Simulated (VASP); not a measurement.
# Pd: Pd into a neighbouring Pd vacancy, part 4 of 5

Wanted: the minimum-energy path in Pd for this move: Pd into a neighbouring Pd vacancy.

VASP 6.6.1; PBEsol; plane waves and PAW (Pd).

So far. Step 3 (Relax the start): The run ended after 8 ionic steps, 0.318 eV below its first step, once the forces on the free atoms met EDIFFG = -0.05. Step 4 (Relax the end): The run ended after 6 ionic steps, 0.277 eV below its first step, once the forces on the free atoms met EDIFFG = -0.05.

## 5. Nudged elastic band

Images on a straight line between the ends relax across the path, while springs keep them spaced along it.

INCAR

```
SYSTEM = Pd
PREC = Normal
ENCUT = 280
EDIFF = 1E-05
NELM = 120
ISMEAR = 1
SIGMA = 0.15
LREAL = Auto
ALGO = Fast
GGA = PS
NBANDS = 180
LASPH = .TRUE.
LWAVE = .FALSE.
LCHARG = .FALSE.
NCORE = 2
IMAGES = 3
SPRING = -5
IBRION = 1
POTIM = 0.3
NSW = 50
EDIFFG = -0.05
ISYM = 0
ISIF = 0
```

POSCAR

```
Pd
1.0
    7.7354937840      0.0000000000      0.0000000000
    0.0000000000      7.7354937840      0.0000000000
    0.0000000000      0.0000000000      7.7354937840
Pd
31
Direct
    0.7446901629      0.2454954826      0.9996344266
    0.7440699559      0.0003687265      0.2443366885
    0.9998627869      0.0000797151      0.0001368855
    0.2554602113      0.2448583197      0.9995755758
    0.5000174401      0.5001054500      0.9992242971
    0.7451820685      0.7545706249      0.9998601644
    0.2549993493      0.9994037218      0.2448009418
    0.4994150909      0.2451141946      0.2451416690
    0.7477073917      0.4995734730      0.2480720967
    0.5002130928      0.9998398439      0.5004712305
    0.7485872952      0.2482605015      0.4996537986
    0.7460278962      0.9999963760      0.7549416315
    0.0001099367      0.4995093488      0.9999218747
    0.2542988544      0.7543867241      0.9997250431
    0.0000421995      0.2479968418      0.2480001368
    0.2520042584      0.4998920139      0.2479983584
    0.4998050110      0.7548084953      0.2446029589
    0.9999775128      0.9994006730      0.4992961505
    0.2515777151      0.2479393468      0.4997514159
    0.5000668347      0.5005301820      0.5000313434
    0.7483562346      0.7519602054      0.4994602261
    0.2548439426      0.9996674869      0.7551212651
    0.5003415635      0.2451420389      0.7543525452
    0.7490850751      0.5001859134      0.7508895215
    0.9992701804      0.7512982950      0.2476728910
    0.0002407921      0.4999444198      0.4989836419
    0.2517126685      0.7517230997      0.4997415510
    0.0004971461      0.2482990449      0.7513150217
    0.2517194758      0.4999437430      0.7510486786
    0.5002906573      0.7552188879      0.7551269087
    0.0001712502      0.7513736736      0.7514049399
```

KPOINTS

```
Automatic mesh
0
Monkhorst-Pack
3 3 3
0 0 0
```

00/POSCAR

```
Pd
1.0
    7.7354937840      0.0000000000      0.0000000000
    0.0000000000      7.7354937840      0.0000000000
    0.0000000000      0.0000000000      7.7354937840
Pd
31
Direct
    0.7446901629      0.2454954826      0.9996344266
    0.7440699559      0.0003687265      0.2443366885
    0.9998627869      0.0000797151      0.0001368855
    0.2554602113      0.2448583197      0.9995755758
    0.5000174401      0.5001054500      0.9992242971
    0.7451820685      0.7545706249      0.9998601644
    0.2549993493      0.9994037218      0.2448009418
    0.4994150909      0.2451141946      0.2451416690
    0.7477073917      0.4995734730      0.2480720967
    0.5002130928      0.9998398439      0.5004712305
    0.7485872952      0.2482605015      0.4996537986
    0.7460278962      0.9999963760      0.7549416315
    0.0001099367      0.4995093488      0.9999218747
    0.2542988544      0.7543867241      0.9997250431
    0.0000421995      0.2479968418      0.2480001368
    0.2520042584      0.4998920139      0.2479983584
    0.4998050110      0.7548084953      0.2446029589
    0.9999775128      0.9994006730      0.4992961505
    0.2515777151      0.2479393468      0.4997514159
    0.5000668347      0.5005301820      0.5000313434
    0.7483562346      0.7519602054      0.4994602261
    0.2548439426      0.9996674869      0.7551212651
    0.5003415635      0.2451420389      0.7543525452
    0.7490850751      0.5001859134      0.7508895215
    0.9992701804      0.7512982950      0.2476728910
    0.0002407921      0.4999444198      0.4989836419
    0.2517126685      0.7517230997      0.4997415510
    0.0004971461      0.2482990449      0.7513150217
    0.2517194758      0.4999437430      0.7510486786
    0.5002906573      0.7552188879      0.7551269087
    0.0001712502      0.7513736736      0.7514049399
```

01/POSCAR

```
Pd
1.0
    7.7354937840      0.0000000000      0.0000000000
    0.0000000000      7.7354937840      0.0000000000
    0.0000000000      0.0000000000      7.7354937840
Pd
31
Direct
    0.6847134679      0.1854177934      0.9992634689
    0.7455662912      0.0014563356      0.2441254407
    0.9988695487      0.0012831215     -0.0001970590
    0.2539890576      0.2460883504      0.9994890277
    0.5012914224      0.4988386254      0.9991774643
    0.7465487159      0.7536768884      0.9994534331
    0.2540083024      0.9999425495      0.2455759326
    0.5009793561      0.2463872464      0.2446459869
    0.7484017686      0.4986269278      0.2470590166
    0.5007379175      1.0003003167      0.4999789841
    0.7488608185      0.2488686756      0.4994489957
    0.7470015598      1.0013906624      0.7546259888
   -0.0010445783      0.4985489147      0.9999016899
    0.2533012455      0.7534457893      0.9996230684
   -0.0012271309      0.2484366678      0.2471426726
    0.2515629738      0.4995116961      0.2477925770
    0.5005586137      0.7535403352      0.2451230379
    0.9995405362      1.0001046794      0.4992109715
    0.2511144147      0.2486231728      0.4993870504
    0.5005037197      0.5000514744      0.4997938200
    0.7488531570      0.7514264681      0.4994896651
    0.2537113279      1.0003692607      0.7536818623
    0.5013498048      0.2465401534      0.7540790132
    0.7493867816      0.4989824772      0.7518178624
    0.9991685620      0.7511038858      0.2478106464
   -0.0001353353      0.4996273788      0.4991167088
    0.2515706140      0.7512705083      0.4995068195
   -0.0009664391      0.2488367426      0.7520911831
    0.2511929960      0.4995236371      0.7511147969
    0.5005111266      0.7539505218      0.7540175378
   -0.0000275196      0.7512239616      0.7512587256
```

02/POSCAR

```
Pd
1.0
    7.7354937840      0.0000000000      0.0000000000
    0.0000000000      7.7354937840      0.0000000000
    0.0000000000      0.0000000000      7.7354937840
Pd
31
Direct
    0.6247367729      0.1253401042      0.9988925112
    0.7470626265      0.0025439447      0.2439141930
    0.9978763106      0.0024865279     -0.0005310035
    0.2525179038      0.2473183812      0.9994024796
    0.5025654047      0.4975718008      0.9991306314
    0.7479153633      0.7527831519      0.9990467018
    0.2530172555      1.0004813772      0.2463509235
    0.5025436213      0.2476602982      0.2441503048
    0.7490961456      0.4976803826      0.2460459366
    0.5012627422      1.0007607895      0.4994867376
    0.7491343418      0.2494768496      0.4992441928
    0.7479752234      1.0027849487      0.7543103461
   -0.0021990933      0.4975884806      0.9998815051
    0.2523036366      0.7525048546      0.9995210938
   -0.0024964614      0.2488764939      0.2462852084
    0.2511216892      0.4991313782      0.2475867957
    0.5013122164      0.7522721751      0.2456431170
    0.9991035596      1.0008086858      0.4991257924
    0.2506511142      0.2493069988      0.4990226849
    0.5009406046      0.4995727668      0.4995562967
    0.7493500794      0.7508927308      0.4995191041
    0.2525787133      1.0010710345      0.7522424595
    0.5023580461      0.2479382680      0.7538054812
    0.7496884882      0.4977790410      0.7527462034
    0.9990669437      0.7509094767      0.2479484017
   -0.0005114628      0.4993103377      0.4992497757
    0.2514285594      0.7508179170      0.4992720880
   -0.0024300242      0.2493744404      0.7528673444
    0.2506665162      0.4991035312      0.7511809152
    0.5007315960      0.7526821558      0.7529081668
   -0.0002262895      0.7510742496      0.7511125113
```

03/POSCAR

```
Pd
1.0
    7.7354937840      0.0000000000      0.0000000000
    0.0000000000      7.7354937840      0.0000000000
    0.0000000000      0.0000000000      7.7354937840
Pd
31
Direct
    0.5647600779      0.0652624150      0.9985215536
    0.7485589618      0.0036315538      0.2437029452
    0.9968830724      0.0036899343     -0.0008649480
    0.2510467500      0.2485484120      0.9993159316
    0.5038393870      0.4963049761      0.9990837986
    0.7492820107      0.7518894154      0.9986399704
    0.2520262086      1.0010202050      0.2471259144
    0.5041078865      0.2489333501      0.2436546228
    0.7497905226      0.4967338375      0.2450328565
    0.5017875668      1.0012212623      0.4989944912
    0.7494078651      0.2500850237      0.4990393898
    0.7489488871      1.0041792350      0.7539947034
   -0.0033536083      0.4966280465      0.9998613203
    0.2513060278      0.7515639198      0.9994191191
   -0.0037657918      0.2493163200      0.2454277441
    0.2506804045      0.4987510604      0.2473810143
    0.5020658191      0.7510040149      0.2461631960
    0.9986665831      1.0015126923      0.4990406134
    0.2501878138      0.2499908249      0.4986583194
    0.5013774896      0.4990940592      0.4993187734
    0.7498470019      0.7503589936      0.4995485431
    0.2514460986      1.0017728083      0.7508030567
    0.5033662874      0.2493363826      0.7535319493
    0.7499901947      0.4965756049      0.7536745443
    0.9989653254      0.7507150676      0.2480861570
   -0.0008875902      0.4989932966      0.4993828426
    0.2512865049      0.7503653256      0.4990373566
   -0.0038936094      0.2499121381      0.7536435058
    0.2501400363      0.4986834254      0.7512470334
    0.5009520654      0.7514137897      0.7517987958
   -0.0004250593      0.7509245376      0.7509662970
```

04/POSCAR

```
Pd
1.0
    7.7354937840      0.0000000000      0.0000000000
    0.0000000000      7.7354937840      0.0000000000
    0.0000000000      0.0000000000      7.7354937840
Pd
31
Direct
    0.5047833829      0.0051847258      0.9981505959
    0.7500552971      0.0047191629      0.2434916974
    0.9958898342      0.0048933407     -0.0011988925
    0.2495755963      0.2497784427      0.9992293835
    0.5051133693      0.4950381515      0.9990369658
    0.7506486581      0.7509956789      0.9982332391
    0.2510351617      1.0015590327      0.2479009052
    0.5056721517      0.2502064019      0.2431589407
    0.7504848995      0.4957872923      0.2440197764
    0.5023123915      1.0016817351      0.4985022448
    0.7496813884      0.2506931978      0.4988345869
    0.7499225507      1.0055735214      0.7536790607
   -0.0045081233      0.4956676124      0.9998411355
    0.2503084189      0.7506229851      0.9993171444
   -0.0050351223      0.2497561460      0.2445702799
    0.2502391199      0.4983707426      0.2471752329
    0.5028194218      0.7497358548      0.2466832750
    0.9982296065      1.0022166987      0.4989554344
    0.2497245134      0.2506746509      0.4982939539
    0.5018143746      0.4986153516      0.4990812500
    0.7503439243      0.7498252563      0.4995779821
    0.2503134840      1.0024745821      0.7493636539
    0.5043745287      0.2507344971      0.7532584173
    0.7502919012      0.4953721687      0.7546028853
    0.9988637070      0.7505206584      0.2482239124
   -0.0012637176      0.4986762556      0.4995159095
    0.2511444504      0.7499127342      0.4988026251
   -0.0053571946      0.2504498358      0.7544196672
    0.2496135565      0.4982633195      0.7513131517
    0.5011725347      0.7501454236      0.7506894249
   -0.0006238291      0.7507748256      0.7508200827
```

The projector-augmented-wave data sets are Pd (PBE family, release 64).

Launch:

```bash
$ mpirun -np 6 vasp_std
```

The program printed:

```text
[banner, memory and clock lines left out]
running    6 mpi-ranks, on    1 nodes
 each image running on    2 cores
 distrk:  each k-point on    2 cores,    1 groups
 distr:  one band on    2 cores,    1 groups

 POSCAR found type information on POSCAR Pd
 01/POSCAR found :  1 types and      31 ions
 [... a notice as in an earlier step ...]

 LDA part: xc-table for (Slater+PW92), standard interpolation
 POSCAR found type information on POSCAR Pd
 00/POSCAR found :  1 types and      31 ions
 POSCAR found type information on POSCAR Pd
 04/POSCAR found :  1 types and      31 ions
 POSCAR, INCAR and KPOINTS ok, starting setup
 FFT: planning ... GRIDC
 FFT: planning ... GRID_SOFT
 FFT: planning ... GRID
 WAVECAR not read
 entering main loop
       N       E                     dE             d eps       ncg     rms          rms(c)
DAV:   1     0.147261134298E+04    0.14726E+04   -0.10789E+05  5040   0.104E+03
DAV:   2    -0.121779348048E+03   -0.15944E+04   -0.15159E+04  5332   0.291E+02
DAV:   3    -0.192456461895E+03   -0.70677E+02   -0.63614E+02  5564   0.577E+01
DAV:   4    -0.194171720550E+03   -0.17153E+01   -0.16879E+01  5428   0.863E+00
DAV:   5    -0.194206819473E+03   -0.35099E-01   -0.35058E-01  5508   0.121E+00    0.464E+01
RMM:   6    -0.183175091768E+03    0.11032E+02   -0.37408E+01  5040   0.171E+01    0.218E+01
RMM:   7    -0.186594137743E+03   -0.34190E+01   -0.11043E+01  5041   0.694E+00    0.210E+01
RMM:   8    -0.183060511707E+03    0.35336E+01   -0.47800E+00  5040   0.547E+00    0.913E+00
RMM:   9    -0.183538010749E+03   -0.47750E+00   -0.24125E+00  5040   0.338E+00    0.105E+01
RMM:  10    -0.182977271168E+03    0.56074E+00   -0.95718E-01  5040   0.246E+00    0.550E+00
RMM:  11    -0.182707334583E+03    0.26994E+00   -0.27425E-01  5040   0.128E+00    0.198E+00
RMM:  12    -0.182681368828E+03    0.25966E-01   -0.53842E-02  5053   0.469E-01    0.108E+00
RMM:  13    -0.182679036824E+03    0.23320E-02   -0.25004E-02  5047   0.339E-01    0.727E-01
RMM:  14    -0.182676035367E+03    0.30015E-02   -0.69029E-03  5048   0.182E-01    0.332E-01
RMM:  15    -0.182676670998E+03   -0.63563E-03   -0.31906E-03  5050   0.119E-01    0.359E-01
RMM:  16    -0.182676057510E+03    0.61349E-03   -0.16704E-03  5044   0.965E-02    0.191E-01
RMM:  17    -0.182675858016E+03    0.19949E-03   -0.58943E-04  5061   0.527E-02    0.970E-02
RMM:  18    -0.182675802486E+03    0.55530E-04   -0.22123E-04  5066   0.324E-02    0.588E-02
RMM:  19    -0.182675783365E+03    0.19121E-04   -0.85013E-05  4580   0.200E-02    0.400E-02
RMM:  20    -0.182675775764E+03    0.76013E-05   -0.30822E-05  3282   0.113E-02
   1 F= -.18267578E+03 E0= -.18263136E+03  d E =-.182676E+03
 BRION: g(F)=  0.136E+01 g(S)=  0.000E+00
 bond charge predicted
       N       E                     dE             d eps       ncg     rms          rms(c)
DAV:   1    -0.182836562075E+03   -0.16078E+00   -0.43964E+01  5072   0.135E+01    0.105E+00
RMM:   2    -0.182878301435E+03   -0.41739E-01   -0.42498E-01  5040   0.182E+00    0.104E+00
RMM:   3    -0.182884648542E+03   -0.63471E-02   -0.88310E-02  5044   0.749E-01    0.650E-01
RMM:   4    -0.182882870850E+03    0.17777E-02   -0.17315E-02  5041   0.326E-01    0.616E-01
RMM:   5    -0.182881390113E+03    0.14807E-02   -0.56580E-03  5045   0.190E-01    0.440E-01
RMM:   6    -0.182880994503E+03    0.39561E-03   -0.69998E-03  5062   0.191E-01    0.404E-01
RMM:   7    -0.182879892814E+03    0.11017E-02   -0.31608E-03  5040   0.142E-01    0.152E-01
RMM:   8    -0.182879740784E+03    0.15203E-03   -0.66071E-04  5046   0.615E-02    0.111E-01
RMM:   9    -0.182879555807E+03    0.18498E-03   -0.29072E-04  5041   0.392E-02    0.627E-02
RMM:  10    -0.182879501066E+03    0.54742E-04   -0.12031E-04  5044   0.247E-02    0.305E-02
RMM:  11    -0.182879488758E+03    0.12308E-04   -0.90741E-05  5003   0.208E-02    0.239E-02
RMM:  12    -0.182879486005E+03    0.27528E-05   -0.33281E-05  3144   0.136E-02
   2 F= -.18287949E+03 E0= -.18283437E+03  d E =-.203710E+00
[... from here on, the cycles between the ionic steps are left out ...]
   3 F= -.18301265E+03 E0= -.18296641E+03  d E =-.133164E+00
   4 F= -.18304537E+03 E0= -.18299881E+03  d E =-.327248E-01
   5 F= -.18307227E+03 E0= -.18302564E+03  d E =-.268975E-01
   6 F= -.18308040E+03 E0= -.18303394E+03  d E =-.813006E-02
   7 F= -.18308607E+03 E0= -.18303988E+03  d E =-.567229E-02
   8 F= -.18309030E+03 E0= -.18304432E+03  d E =-.422272E-02
   9 F= -.18309486E+03 E0= -.18304908E+03  d E =-.456090E-02
  10 F= -.18309906E+03 E0= -.18305339E+03  d E =-.420351E-02
  11 F= -.18310317E+03 E0= -.18305753E+03  d E =-.410782E-02
  12 F= -.18311026E+03 E0= -.18306464E+03  d E =-.708960E-02
 BRION: g(F)=  0.268E-02 g(S)=  0.000E+00 retain N=  1 mean eig= 7.11
 eig:   7.106
 bond charge predicted
       N       E                     dE             d eps       ncg     rms          rms(c)
DAV:   1    -0.183112594054E+03   -0.23367E-02   -0.10743E+00  5056   0.212E+00    0.538E-02
RMM:   2    -0.183113515627E+03   -0.92157E-03   -0.90900E-03  5040   0.279E-01    0.563E-02
RMM:   3    -0.183113662508E+03   -0.14688E-03   -0.17428E-03  5050   0.108E-01    0.596E-02
RMM:   4    -0.183113681150E+03   -0.18642E-04   -0.34135E-04  5025   0.444E-02    0.635E-02
RMM:   5    -0.183113700248E+03   -0.19098E-04   -0.10941E-04  4959   0.252E-02    0.702E-02
RMM:   6    -0.183113710341E+03   -0.10093E-04   -0.27255E-05  2637   0.122E-02    0.739E-02
RMM:   7    -0.183113644345E+03    0.65995E-04   -0.18220E-03  9173   0.867E-02    0.860E-02
RMM:   8    -0.183113892613E+03   -0.24827E-03   -0.28859E-04  5901   0.336E-02    0.121E-01
RMM:   9    -0.183113736622E+03    0.15599E-03   -0.47599E-05  3639   0.158E-02    0.945E-02
RMM:  10    -0.183113631584E+03    0.10504E-03   -0.74749E-05  4869   0.191E-02    0.690E-02
RMM:  11    -0.183113554479E+03    0.77106E-04   -0.10567E-04  5036   0.214E-02    0.390E-02
RMM:  12    -0.183113524674E+03    0.29805E-04   -0.66951E-05  4967   0.168E-02    0.153E-02
RMM:  13    -0.183113521984E+03    0.26893E-05   -0.11385E-05  2555   0.797E-03
  13 F= -.18311352E+03 E0= -.18306788E+03  d E =-.326297E-02
 BRION: g(F)=  0.260E-02 g(S)=  0.000E+00 retain N=  2 mean eig= 6.12
 eig:   6.124  6.124
 reached required accuracy - stopping structural energy minimisation
```

Wall time 15 min (6 MPI ranks of Intel Xeon 6975P-C (Granite Rapids), shared host); peak memory 1.7 GiB.

(Part 4 of 5 ends here.)

[Lines on the potential files, build, host, timing and source positions are cut from VASP's logs without a mark.]

[Logs are printed without paths, hosts, clocks, repeated set-up lines and the standing remarks that a program may print on its own settings, such as how far it seeks lower states.]

[Hosts, paths, dates, database ids (printed as entryN), source tags and the programs' standing remarks are cut or masked in the printed files.]

[Runs that stopped without an error message from VASP are left out.]
